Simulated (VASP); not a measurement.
Output of a VASP run:

### OSZICAR
```
       N       E                     dE             d eps       ncg     rms          rms(c)
DAV:   1     0.136327496907E+03    0.13633E+03   -0.10961E+04  2279   0.254E+03
DAV:   2     0.225936089465E+01   -0.13407E+03   -0.12189E+03  2214   0.386E+02
DAV:   3    -0.837182231108E+01   -0.10631E+02   -0.10222E+02  2632   0.119E+02
DAV:   4    -0.851955778285E+01   -0.14774E+00   -0.14755E+00  2514   0.138E+01
DAV:   5    -0.852169782519E+01   -0.21400E-02   -0.21400E-02  2884   0.165E+00    0.635E+00
DAV:   6    -0.825336055202E+01    0.26834E+00   -0.68811E+00  2797   0.700E+01    0.577E+00
DAV:   7    -0.765957035363E+01    0.59379E+00   -0.17980E+00  2577   0.518E+01    0.123E+00
DAV:   8    -0.765886722715E+01    0.70313E-03   -0.20158E-01  2997   0.623E+00    0.388E-01
DAV:   9    -0.765309691854E+01    0.57703E-02   -0.52991E-03  3467   0.215E+00    0.949E-02
DAV:  10    -0.765309126914E+01    0.56494E-05   -0.15514E-03  2947   0.667E-01    0.828E-02
DAV:  11    -0.765306729234E+01    0.23977E-04   -0.49220E-04  3211   0.516E-01    0.477E-02
DAV:  12    -0.765303167304E+01    0.35619E-04   -0.65575E-05  3215   0.134E-01    0.118E-02
DAV:  13    -0.765303047001E+01    0.12030E-05   -0.12798E-05  2749   0.407E-02    0.156E-03
DAV:  14    -0.765303046310E+01    0.69126E-08   -0.12301E-07  1357   0.650E-03
   1 F= -.76530305E+01 E0= -.76539474E+01  d E =-.765303E+01
```

### OUTCAR
```
------------------------ aborting loop because EDIFF is reached ----------------------------------------
  FORCE on cell =-STRESS in cart. coord.  units (eV):
  Direction    XX          YY          ZZ          XY          YZ          ZX
  --------------------------------------------------------------------------------------
  Total        0.0012162      0.0012162      0.0012162     -0.0000000      0.0000000     -0.0000000
  in kB        0.0959591      0.0959591      0.0959591     -0.0000000      0.0000000     -0.0000000
  external PRESSURE =       0.0959591 kB  Pullay stress =       0.0000000 kB
  volume of cell :       20.31
      direct lattice vectors                 reciprocal lattice vectors
     2.728202621  0.000000000  0.000000000     0.366541690  0.000000000  0.000000000
     0.000000000  2.728202621  0.000000000     0.000000000  0.366541690  0.000000000
     0.000000000  0.000000000  2.728202621     0.000000000  0.000000000  0.366541690
 POSITION                                       TOTAL-FORCE (eV/Angst)
 -----------------------------------------------------------------------------------
      0.00000      0.00000      0.00000         0.000000      0.000000      0.000000
      1.36410      1.36410      1.36410         0.000000      0.000000      0.000000
 -----------------------------------------------------------------------------------
    total drift:                                0.000000      0.000000     -0.000000
  FREE ENERGIE OF THE ION-ELECTRON SYSTEM (eV)
  ---------------------------------------------------
  free  energy   TOTEN  =        -7.6530304631 eV

  energy  without entropy=       -7.6557813854  energy(sigma->0) =       -7.65394744

 reached required accuracy - stopping structural energy minimisation
```
(Selected blocks of OUTCAR.)

### POSCAR
```
CuF
1
    2.7282026214     0.0000000000     0.0000000000
    0.0000000000     2.7282026214     0.0000000000
   -0.0000000000     0.0000000000     2.7282026214
Cu F
1 1
Direct
  0.0000000000   0.0000000000   0.0000000000
  0.5000000000   0.5000000000   0.5000000000
```

Q: Reconstruct the remaining input files.

A: This is not unique; one that fits is the input of the run itself, PBEsol GGA, plane waves, VASP's PBE PAW potentials (set 64).

**INCAR**
```
SYSTEM = CuF
PREC = Accurate; ENCUT = 620; LREAL = .FALSE.
LASPH = .TRUE.
EDIFF = 1E-6; NELM = 100; ALGO = Normal
LMAXMIX = 4
ISMEAR = 1; SIGMA = 0.1
GGA = PS
IBRION = 2; NSW = 40; ISIF = 3
EDIFFG = -0.02
LWAVE = .FALSE.; LCHARG = .FALSE.
```

### KPOINTS
```
Regular mesh
0
G
  13 13 13
```

POTCAR, in this order: Cu F (PBE.64 set). Program: vasp_std.

The structure was generated: CuF was put into the CsCl type type (Pm-3m), which need not be its known phase. It was relaxed first, which changed the volume by +37 %.
